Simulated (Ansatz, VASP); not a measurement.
**Cross-check of NiF2 (1T-NiF2 bilayer, AB) between VASP and Ansatz**

Aim: how closely do two programs agree when they are given the same cell, functional and k mesh? The structure shown is the start of the Ansatz relaxation below; VASP solves that cell, so the two are compared at the walk's first step.

Method: plane waves, with VASP 6.6.1 beside it; single point at PBE with D3(BJ), DFT+U, in Ansatz 0.2.0.

**1. The structure**

The cell holds 6 atoms: 4 F and 2 Ni. Its edges and angles: a = 2.465 Å, b = 2.465 Å, c = 44.797 Å, α = 90.0°, β = 90.0°, γ = 120.0°. Vacuum lies along c.

**2. Ansatz: relaxation, PBE with D3(BJ), DFT+U**

Ansatz runs on its default PAW (the set named soft_2) files.

The two programs are compared at the cell with which this relaxation starts, whose forces are those of its first step.

input.yaml reads:

```yaml
crystal:
  lattice:
    - [2.464748, 0.0, 0.0]
    - [-1.232374, 2.1345343819, 0.0]
    - [0.0, 0.0, 44.7968173949]
  atoms:
    - { symbol: F, position: [0.6666666667, 0.3333333333, 0.423021123] }
    - { symbol: Ni, position: [0.0, 0.0, 0.4464425267], spin: 2.0 }
    - { symbol: F, position: [0.3333333333, 0.6666666667, 0.4698639306] }
    - { symbol: F, position: [0.0, 0.0, 0.5301360694] }
    - { symbol: Ni, position: [0.3333333333, 0.6666666667, 0.5535574733], spin: -2.0 }
    - { symbol: F, position: [0.6666666667, 0.3333333333, 0.576978877] }
  periodic: [true, true, false]
magnetization:
  spin_polarized: true
kpoints:
  mp_grid: { grid: [18, 18, 1] }
hamiltonian:
  xc: pbe
  dispersion: d3bj
  hubbard: { sites: [{ species: Ni, l: d, u_eff: 3.0 }] }
scf:
  occupations: { method: fermi_dirac, width: 0.05 }
  convergence: { dr2_threshold: 1.0e-09 }
relax:
  f_tol: 0.004
  max_steps: 90
  cell: {}
output:
  write_potential: true
  write_density: true
  volumetric_format: npy
```

Run with:

```
$ ansatz run input.yaml --threads 4 --pin off --max-ram 6144MiB --backend cpu --events-out ev --progress --plain --runs-dir out
```

Numbers of over 12 decimals in the logs are rounded to 6 here.

The log of the run:

```text
Warning: relax.cell: scf.convergence.dr2_threshold = 1e-9 eV is looser than the 2.10155823612e-10 eV advised for a relaxation that steers and ends on the stress (1e-10 eV for each atom of the cell: 6, times the square of relax.cell.stress_2d_tol = 0.05 N/m over 16.9 Å (the atoms' height at the walk's start and 5 Å past either face), 2.959e-2 GPa, over a crystal's default 0.05). What an SCF threshold leaves in a stress goes as its square root, and in the free energy as the threshold itself, and one threshold admits the most on a small cell: [figures from the program's tests cut] Set scf.convergence.dr2_threshold to 2.10155823612e-10 eV or tighter. [rest of the remark cut]
F: projections on atomic orbitals take those of the free atom [He] 2s2 2p5, of charge +0.00 (hamiltonian.pseudopotentials.projection_atoms); the dataset's partial waves leave at most 1.6e-8 of an orbital's norm unspanned inside its sphere
Ni: projections on atomic orbitals take those of the free atom [Ne] 3s2 3p6 3d8 4s2, of charge +0.00 (hamiltonian.pseudopotentials.projection_atoms); the dataset's partial waves leave at most 1.6e-6 of an orbital's norm unspanned inside its sphere
Engine: ansatz 0.2.0, x86_64-unknown-linux-gnu
Pseudopotentials: kind: paw
Pseudopotential: F, paw, valence charge 7, recommended cutoff 420 eV (normal), F.paw.azcp
Pseudopotential: Ni, paw, valence charge 18, recommended cutoff 420 eV (normal), Ni.paw.azcp
Functional definition: PBE
  parameter kappa = 0.804
  parameter beta = 0.066725
  exchange = pbe_x(kappa = kappa, mu = beta*pi^2/3)
  correlation = pbe_c(beta = beta)
Crystal: 6 atoms, lattice volume = 235.680 Å³
Basis set: ecut = 420 eV, 4439 PW (Γ), exchange–correlation on 36×36×600 points (8 copies of the dense FFT grid, shifted against one another)
Bands: 41, of which v1, the nominal top of the filled ones, is band 32 counted from 1 (31 counted from 0)
Symmetry: 6 space group operations
Space group: P3m1 (ITA 156), of the structure as read, at distance tolerance 6.2e-5 Å
Magnetic group: BNS 164.87 (UNI 1317), of the structure as read, at distance tolerance 6.2e-5 Å
k-points: 37 of 324 (time reversal used)
Non-local potential: F, projectors of the file, l = 0: 2, l = 1: 2, l = 2: 1
Non-local potential: Ni, projectors of the file, l = 0: 3, l = 1: 2, l = 2: 3, l = 3: 1
PAW form: soft (Blöchl's): semilocal exchange-correlation on the pseudo side does not see the compensation charge
PAW one-centre angular grid: F, 110 points (default); XC on 64 Gauss nodes
PAW one-centre angular grid: Ni, 590 points (default); XC on 64 Gauss nodes
Initial density: superposition of atomic densities (neutral atoms: chi_scale 0, normalization atom)
Starting moments: Σ|m| = 4 μB on 2 of 6 sites
Starting magnetic order: antiferromagnet; an inversion exchanges its spin sublattices: spin-degenerate at every k-point
Initial wavefunctions: pseudopotential atomic-orbital guess
Functional: x = pbe(κ = 0.804, μ = 0.219515), c = pbe(β = 0.066725)
SCF iter   1: F=—  HF=-14901.520925 eV  |F-HF|=—  |Δ(HF+E_count)|=         —  Δρ=4.01e-2 (↑4.01e-2 ↓4.01e-2)  dr2=4.85e0  dr2_m=1.09e0  M=-0.000 μB ∫|m|=4.044 μB  β_m=0.30  ethr=3.10e-3  ⟨swp⟩=15.1  Hψ=22786  notcnv=0  defer=46
preconditioner: auto → Resta (q_TF=auto, 2.196 Å⁻¹)  ε∞=1.8  [insulator: Δε(μ)=0.907 eV  Ē_g=18.321 eV  σ=0.050 eV  W_gap=1.00  n_scr=30 (ndim 8)  ℏωp=16.8 eV  f_vac=0.784  D(μ)=0.00/eV (n_scr^D=0)  ε∞_Penn≈1.8  vacuum switching on, ρ_ref=2.4e-2 e/Å³]
spin=Collinear: Resta preconditioning applied to the charge; magnetization (m = ρ↑ − ρ↓) channel mixes plain (no charge-response kernel on spin).
SCF iter   2: F=—  HF=-14901.827759 eV  |F-HF|=—  |Δ(HF+E_count)|=   3.07e-1  Δρ=2.33e-2 (↑2.33e-2 ↓2.32e-2)  dr2=1.10e0  dr2_m=5.47e-1  M=-0.000 μB ∫|m|=4.051 μB  β_m=0.30  ethr=3.10e-3  ⟨swp⟩=4.5  Hψ=8344  notcnv=0  defer=128
SCF iter   3: F=—  HF=-14902.444760 eV  |F-HF|=—  |Δ(HF+E_count)|=   6.17e-1  Δρ=1.36e-2 (↑1.36e-2 ↓1.36e-2)  dr2=9.75e-2  dr2_m=2.91e-1  M=0.000 μB ∫|m|=4.054 μB  β_m=0.30  ethr=1.71e-3  ⟨swp⟩=5.6  Hψ=7478  notcnv=0  defer=137
SCF iter   4: F=—  HF=-14902.888183 eV  |F-HF|=—  |Δ(HF+E_count)|=   4.43e-1  Δρ=9.29e-3 (↑9.29e-3 ↓9.29e-3)  dr2=2.99e-2  dr2_m=1.46e-1  M=0.000 μB ∫|m|=4.060 μB  β_m=1.00  ethr=1.52e-4  ⟨swp⟩=3.8  Hψ=6920  notcnv=0  defer=228
[...]
SCF iter   4: F=—  HF=-14910.844551 eV  |F-HF|=—  |Δ(HF+E_count)|=   5.22e-1  Δρ=6.93e-3 (↑6.93e-3 ↓6.93e-3)  dr2=2.37e-2  dr2_m=1.41e-1  M=-0.000 μB ∫|m|=4.051 μB  β_m=1.00  ethr=2.59e-4  ⟨swp⟩=3.3  Hψ=5444  notcnv=0  defer=196
SCF iter   5: F=—  HF=-14911.085889 eV  |F-HF|=—  |Δ(HF+E_count)|=   2.41e-1  Δρ=1.23e-3 (↑1.22e-3 ↓1.23e-3)  dr2=6.95e-3  dr2_m=2.69e-3  M=0.000 μB ∫|m|=4.077 μB  β_m=1.00  ethr=3.70e-5  ⟨swp⟩=3.0  Hψ=7994  notcnv=0  defer=238
SCF iter   6: F=—  HF=-14911.230335 eV  |F-HF|=—  |Δ(HF+E_count)|=   1.44e-1  Δρ=4.04e-4 (↑4.04e-4 ↓4.04e-4)  dr2=7.54e-4  dr2_m=7.91e-5  M=0.000 μB ∫|m|=4.078 μB  β_m=1.00  ethr=1.09e-5  ⟨swp⟩=2.9  Hψ=6124  notcnv=0  defer=238
[...]
SCF iter  11: F=—  HF=-14911.398237 eV  |F-HF|=—  |Δ(HF+E_count)|=   1.27e-2  Δρ=2.69e-4 (↑2.69e-4 ↓2.69e-4)  dr2=4.09e-4  dr2_m=4.78e-5  M=0.000 μB ∫|m|=4.074 μB  β_m=0.65  ethr=6.87e-8  ⟨swp⟩=4.0  Hψ=8029  notcnv=0  defer=281
SCF iter  12: F=—  HF=-14911.398232 eV  |F-HF|=—  |Δ(HF+E_count)|=   5.60e-6  Δρ=2.09e-4 (↑2.08e-4 ↓2.09e-4)  dr2=2.67e-4  dr2_m=4.87e-5  M=0.000 μB ∫|m|=4.074 μB  β_m=0.65  ethr=6.87e-8  ⟨swp⟩=3.2  Hψ=7474  notcnv=0  defer=350
SCF iter  13: F=—  HF=-14911.398213 eV  |F-HF|=—  |Δ(HF+E_count)|=   1.88e-5  Δρ=5.85e-5 (↑5.85e-5 ↓5.85e-5)  dr2=8.83e-6  dr2_m=5.04e-6  M=0.000 μB ∫|m|=4.073 μB  β_m=0.78  ethr=6.87e-8  ⟨swp⟩=3.0  Hψ=6029  notcnv=0  defer=350
SCF iter  14: F=—  HF=-14911.398223 eV  |F-HF|=—  |Δ(HF+E_count)|=   1.06e-5  Δρ=3.86e-5 (↑3.86e-5 ↓3.85e-5)  dr2=8.86e-6  dr2_m=7.03e-7  M=0.000 μB ∫|m|=4.073 μB  β_m=0.68  ethr=1.38e-8  ⟨swp⟩=2.6  Hψ=5762  notcnv=0  defer=350
SCF iter  15: F=—  HF=-14911.398221 eV  |F-HF|=—  |Δ(HF+E_count)|=   2.16e-6  Δρ=7.22e-6 (↑7.22e-6 ↓7.21e-6)  dr2=1.31e-7  dr2_m=1.25e-7  M=0.000 μB ∫|m|=4.073 μB  β_m=0.84  ethr=1.38e-8  ⟨swp⟩=2.7  Hψ=5538  notcnv=0  defer=350
SCF iter  16: F=—  HF=-14911.398221 eV  |F-HF|=—  |Δ(HF+E_count)|=   1.11e-7  Δρ=1.27e-6 (↑1.27e-6 ↓1.27e-6)  dr2=5.32e-9  dr2_m=3.52e-9  M=0.000 μB ∫|m|=4.073 μB  β_m=0.92  ethr=2.05e-10  ⟨swp⟩=3.2  Hψ=6168  notcnv=0  defer=350
SCF iter  17: F=—  HF=-14911.398221 eV  |F-HF|=—  |Δ(HF+E_count)|=   3.39e-9  Δρ=9.65e-7 (↑9.65e-7 ↓9.45e-7)  dr2=9.37e-9  dr2_m=2.52e-10  M=0.000 μB ∫|m|=4.073 μB  β_m=0.72  ethr=8.31e-12  ⟨swp⟩=3.4  Hψ=6400  notcnv=0  defer=350
SCF iter  18: F=-14911.398221 eV  HF=-14911.398221 eV  |F-HF|=5.75e-10  |Δ(HF+E_count)|=   2.06e-9  Δρ=2.99e-7 (↑2.58e-7 ↓2.99e-7)  dr2=6.13e-10  dr2_m=7.76e-11  M=0.000 μB ∫|m|=4.073 μB  ethr=1.56e-12  ⟨swp⟩=2.7  Hψ=10701  notcnv=0
SCF 1 converged in 18 iterations: F = -14911.398221 eV  dr2 = 6.13e-10
a single-point calculation of the run's input, under the relaxation's own `scf.mixing.negative_modes` where the relaxation goes by `scf.lower_state_search: light` itself or types `scf.max_iter`, was made at the relaxed geometry, from the atoms, in 18 SCF iterations in all. It converged +0.0 meV from the relaxation's final energy, with moments (0.11, 1.71, 0.11, -0.11, -1.71, -0.11 Bohr magnetons, atom by atom), which does not count as lower, and the relaxation's result stands. No further magnetic order was relaxed to its end, and one can end lower (see `relax.adjacent_minimum`).
SCF converged after 8 iterations
an eigenvalue changed by more than its tolerance at an iteration that met the thresholds in force, so the SCF went on 3 times, its first undamped step at iteration 6: the last check found none over its tolerance
Magnetization: 0.0000 μB (32.0000 up, 32.0000 down)
Absolute magnetization: 4.0693 μB (∫|ρ↑−ρ↓|, with the PAW one-centre terms)
Spin contamination: 2.0024 ħ² per cell (⟨S²⟩ above its minimum at these occupations)
Per-site moments (μB) at R_I (Å): [(0.112629, 0.843216), (1.706995, 0.841776), (0.111546, 0.841776), (-0.111546, 0.841776), (-1.706996, 0.841776), (-0.112629, 0.843216)]
Free energy (F): -14911.398221 eV
Harris-Foulkes:  -14911.398221 eV  (|F-HF|=1.76e-10)
Internal energy: -14911.398221 eV  (E = F + TS)
E sigma→0 (E₀):  -14911.398221 eV
Fermi energy:    -6.860395 eV
--- Per-component energies (eV) ---
  E_band       = -1975.489899
  E_kinetic    = 1369.999328
  E_local      = -391771.321628  (includes V_loc(G=0)·N_el)
  E_nonlocal   = 1581.722463
  E_hartree    = 194403.017336
  E_xc         = -480.224174
  E_vxc        = -616.217597  (∫ρ·V_xc dr)
  E_hubbard    = 0.705304  (on-site DFT+U / exact-exchange correction)
  E_vhub       = -23.319081  (the Hubbard potential's part of the band-sum identity)
  E_paw        = -4067.647783  (= ΣΔE_a)
  E_vpaw       = -1322.398234  (= ΣTr[D̂ρ^β])
  E_aug_tail   = 0.009916  (compensation charges beyond the density's cutoff)
  E_ewald      = 184052.908215
  E_disp       = -0.567199  (pairwise vdW)
  E_smearing   = -0.000000  (= −TS)
  E_closure    = -0.000000  (closes the sum)
  Σ components = -14911.398221   (vs F -14911.398221, Δ=0.00e0)
--- Forces (eV/Å), atoms counted from 1 ---
  atom   1  F      0.00000000     0.00000000     0.00006495
  atom   2  Ni     0.00000000     0.00000000    -0.00008330
  atom   3  F      0.00000000    -0.00000000    -0.00003415
  atom   4  F      0.00000000     0.00000000     0.00003429
  atom   5  Ni    -0.00000000    -0.00000000     0.00008183
  atom   6  F     -0.00000000    -0.00000000    -0.00006400
  max |Σ_I F_I| component: 3.73e-7 eV/Å
--- 2D stress c σ (N/m, compression-positive) ---
        0.016719       0.000000       0.000000
        0.000000       0.016719      -0.000000
        0.000000      -0.000000       0.000000
  P = ½ c Tr σ = 0.0167 N/m
--- Band table (eV; the first three rows and the last of 74) ---
  k-point 0 ↑: bands = [... 28 lower, -9.4384, -8.7512, -8.6715, -8.6715, -4.5796, -4.5796, -3.6729, -2.8912, ... 5 higher]
  k-point 1 ↑: bands = [... 28 lower, -9.4135, -8.7520, -8.7248, -8.6887, -4.6148, -4.5816, -3.5543, -2.7885, ... 5 higher]
  k-point 2 ↑: bands = [... 28 lower, -9.3600, -8.8804, -8.7499, -8.7348, -4.7050, -4.5865, -3.2161, -2.4930, ... 5 higher]
  k-point 36 ↓: bands = [... 28 lower, -9.2045, -9.2036, -9.0960, -9.0919, -4.8287, -4.8253, 1.9019, 2.3525, ... 5 higher]
  the weakly bound empty levels are not read free of the cell's end (hubbard_term)
--- Relaxed structure (16 steps of the walk, 16 accepted, 4 SCFs on fresh bases) ---
  F+E_penalty+E_count = -14911.39822121 eV   max|allowed force component| = 8.324e-5 eV/Å   (the final SCF, on the basis selected at the relaxed cell)
  cell:  # Å, volume = 372.6741 Å³
    - [3.099386, 0.0, 0]
    - [-1.549693, 2.684147, 0]
    - [0, 0, 44.7968173949]
  atoms:
    - { symbol: F, position: [0.666667, 0.333333, 0.428841] }
    - { symbol: Ni, position: [0, 0, 0.450901] }
    - { symbol: F, position: [0.333333, 0.666667, 0.472798] }
    - { symbol: F, position: [0, 0, 0.527202] }
    - { symbol: Ni, position: [0.333333, 0.666667, 0.549099] }
    - { symbol: F, position: [0.666667, 0.333333, 0.571159] }
```

(Continued in part 2 of 2.)

[Lines on the potential files, build, host, timing and source positions are cut from VASP's logs without a mark.]

[Logs are printed without paths, hosts, clocks, repeated set-up lines and the standing remarks that a program may print on its own settings, such as how far it seeks lower states.]

[Hosts, paths, dates, database ids (printed as entryN), source tags and the programs' standing remarks are cut or masked in the printed files.]
